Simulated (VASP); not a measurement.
ZrC (rock salt) relaxed at rising pressure, in one space group throughout; other phases were not tried. The pressures are those reached. Calculation: PBE GGA, VASP's PBE PAW potentials (set 64) (plane waves; VASP 6.6.1).

| P (GPa) | V (Å³/atom) | k-mesh |
|---|---|---|
| -0.12 | 13.069 | 13×13×13 |
| 4.95 | 12.786 | 13×13×13 |
| 9.92 | 12.534 | 14×14×14 |
| 19.97 | 12.092 | 14×14×14 |
| 29.98 | 11.717 | 14×14×14 |

A change of mesh leaves a small step in the series.

Q: Fit an equation of state and predict the volume at 44.91 GPa.

A: Least squares on the third-order Birch-Murnaghan form, P = (3B0/2)(y⁷ − y⁵)[1 + (3/4)(B′ − 4)(y² − 1)] with y = (V0/V)^(1/3), gives V0 = 13.062 Å³/atom, B0 = 221 GPa and B′ = 4.1, and so 11.245 Å³/atom. The run gave 11.244 Å³/atom, -0.0 % from the fit.

Pressures at which the relaxation failed are left out.

The compound is ZrC in the rock salt structure.
